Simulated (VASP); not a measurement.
Energy against volume of NaCl (rock salt). Computed with optB88-vdW, VASP's PBE PAW potentials (set 64) (plane waves; VASP 6.6.1).

```json
[
 {"V (Å³/atom)": "20.715", "E (eV/atom)": "-1.54158"},
 {"V (Å³/atom)": "21.376", "E (eV/atom)": "-1.54755"},
 {"V (Å³/atom)": "22.037", "E (eV/atom)": "-1.54946"},
 {"V (Å³/atom)": "22.698", "E (eV/atom)": "-1.54795"},
 {"V (Å³/atom)": "23.360", "E (eV/atom)": "-1.54354"}
]
```

Question: Fit a third-order Birch-Murnaghan equation of state.

Answer: 
| Quantity | Value |
|---|---|
| volume per atom | 22.06 Å³/atom |
| bulk modulus | 275 kbar |
| pressure derivative of the bulk modulus | 4.64 |
| lattice constant a | 5.609 Å |

The compound is NaCl in the rock salt structure. It was relaxed first.
